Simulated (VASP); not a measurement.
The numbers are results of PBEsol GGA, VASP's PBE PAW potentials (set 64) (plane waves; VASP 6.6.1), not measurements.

Input for VASP

**POSCAR**
```
BeCd3Te4
1
    6.2570556920    -0.0000000000    -0.0000000000
   -0.0000000000     6.2570556920    -0.0000000000
    0.0000000000    -0.0000000000     6.2570556920
Cd Te Be
3 4 1
Direct
  0.0000000000   0.0000000000   0.0000000000
  0.5000000000   0.5000000000   0.0000000000
  0.5000000000   0.0000000000   0.5000000000
  0.2273820633   0.2726179367   0.2726179367
  0.7726179367   0.7273820633   0.2726179367
  0.7726179367   0.2726179367   0.7273820633
  0.2273820633   0.7273820633   0.7273820633
  0.0000000000   0.5000000000   0.5000000000
```

### INCAR
```
SYSTEM=BeCd3Te4
PREC=Accurate; ENCUT=400; LREAL=.FALSE.
LASPH=.TRUE.; ICHARG=11
EDIFF=1E-7; NELM=100; ALGO=Normal
LMAXMIX=4
ISMEAR=0; SIGMA=0.05
GGA=PS
LWAVE=.FALSE.; LCHARG=.FALSE.; LORBIT=11
```

File KPOINTS:
```
k-points along high-symmetry lines
15
Line-mode
Reciprocal
  0.000000   0.000000   0.000000 ! GAMMA
  0.000000   0.500000   0.000000 ! X

  0.000000   0.500000   0.000000 ! X
  0.500000   0.500000   0.000000 ! M

  0.500000   0.500000   0.000000 ! M
  0.000000   0.000000   0.000000 ! GAMMA

  0.000000   0.000000   0.000000 ! GAMMA
  0.500000   0.500000   0.500000 ! R

  0.500000   0.500000   0.500000 ! R
  0.000000   0.500000   0.000000 ! X

  0.500000   0.500000   0.500000 ! R
  0.500000   0.500000   0.000000 ! M
```

POTCAR, in this order: Cd Te Be (PBE.64 set). Program: vasp_std. Read from the step before: CHGCAR.

Output of the run:

**OSZICAR**
```
       N       E                     dE             d eps       ncg     rms          rms(c)
DAV:   1     0.335894090532E+03    0.33589E+03   -0.23892E+04  6668   0.117E+03
DAV:   2    -0.357816739056E+01   -0.33947E+03   -0.33075E+03  7764   0.297E+02
DAV:   3    -0.230171127606E+02   -0.19439E+02   -0.19277E+02  7844   0.721E+01
DAV:   4    -0.233590772718E+02   -0.34196E+00   -0.34155E+00  8473   0.846E+00
DAV:   5    -0.233637525953E+02   -0.46753E-02   -0.46748E-02  7952   0.101E+00
DAV:   6    -0.233638759782E+02   -0.12338E-03   -0.12338E-03  8660   0.145E-01
DAV:   7    -0.233638791685E+02   -0.31903E-05   -0.31902E-05  7974   0.221E-02
DAV:   8    -0.233638792776E+02   -0.10907E-06   -0.10912E-06  7391   0.394E-03
DAV:   9    -0.233638792825E+02   -0.49349E-08   -0.49019E-08  5550   0.911E-04
   1 F= -.23363879E+02 E0= -.23363879E+02  d E =-.421254E-12
```

OUTCAR:
```
 val. band max:        2.8028442012   @ k =   0.0000   0.0000   0.0000

 cond. band min:       4.0366257052   @ k =   0.0000   0.0000   0.0000



 k-point     1 :       0.0000    0.0000    0.0000
  band No.  band energies     occupation
      1      -8.6511      2.00000
      2      -7.7842      2.00000
      3      -7.7842      2.00000
      4      -7.7842      2.00000
      5      -5.3953      2.00000
      6      -5.3953      2.00000
      7      -5.3953      2.00000
      8      -5.2758      2.00000
      9      -5.2644      2.00000
     10      -5.2644      2.00000
     11      -5.2388      2.00000
     12      -5.2388      2.00000
     13      -5.2388      2.00000
     14      -5.1705      2.00000
     15      -5.1705      2.00000
     16      -5.1243      2.00000
     17      -4.8756      2.00000
     18      -4.8756      2.00000
     19      -4.8756      2.00000
     20      -1.9432      2.00000
     21      -1.5338      2.00000
     22      -1.5338      2.00000
     23       0.5453      2.00000
     24       0.5453      2.00000
     25       0.5453      2.00000
     26       1.0048      2.00000
     27       1.0048      2.00000
     28       1.0048      2.00000
     29       2.8028      2.00000
     30       2.8028      2.00000
     31       2.8028      2.00000
     32       4.0366      0.00000
     33       4.9981      0.00000
     34       4.9981      0.00000
     35       5.2837      0.00000
     36       5.2837      0.00000
     37       5.2837      0.00000

 k-point     2 :       0.0000    0.0357    0.0000
  band No.  band energies     occupation
      1      -8.6489      2.00000
      2      -7.7868      2.00000
      3      -7.7843      2.00000
      4      -7.7843      2.00000
      5      -5.3951      2.00000
      6      -5.3948      2.00000
      7      -5.3948      2.00000
      8      -5.2750      2.00000
      9      -5.2645      2.00000
     10      -5.2644      2.00000
     11      -5.2396      2.00000
     12      -5.2396      2.00000
...
```

The density is held fixed in this step, so its total energy and stress have no physical meaning. Unless said otherwise, spin-orbit coupling is left out, though it shifts the bands of the heavy elements here.

The structure was generated: BeCd3Te4 was put into an ordered model structure (P-43m), which need not be its known phase. It was relaxed first.
